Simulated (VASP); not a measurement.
```
CELL_PARAMETERS angstrom
      0.00000     3.14500     3.14500
      3.14500     0.00000     3.14500
      3.14500     3.14500     0.00000
ATOMIC_POSITIONS crystal
  K  0.00000 0.00000 0.00000
  Cl 0.50000 0.50000 0.50000
```

Calculation: PBE GGA, VASP's PBE PAW potentials (set 64) (plane waves; VASP). Run with 300 eV cut-off, 6×6×6 Γ-centred mesh, Fermi-Dirac smearing of 0.050 eV, potentials K_sv Cl.

Problem. Give the energies of bands 6 to 11 at the high-symmetry points, in eV from the valence-band maximum.

Solution. 
```
band     Γ      X      U      L      W
----  ----  -----  -----  -----  -----
6     0.00  -0.66  -0.56  -1.06  -0.49
7     0.00  -0.22  -0.55  -0.33  -0.47
8     0.00  -0.22  -0.29  -0.33  -0.47
9     5.19   6.53   7.28   7.60   8.04
10    8.38   8.36   9.09   8.61   8.04
11    8.38  10.09   9.33  10.53   9.48
```

The gap is direct, 5.19 eV, from the valence maximum at Γ to the conduction minimum at Γ.

The structure is a typed KCl crystal (Fm-3m). The cell was not relaxed at this level.
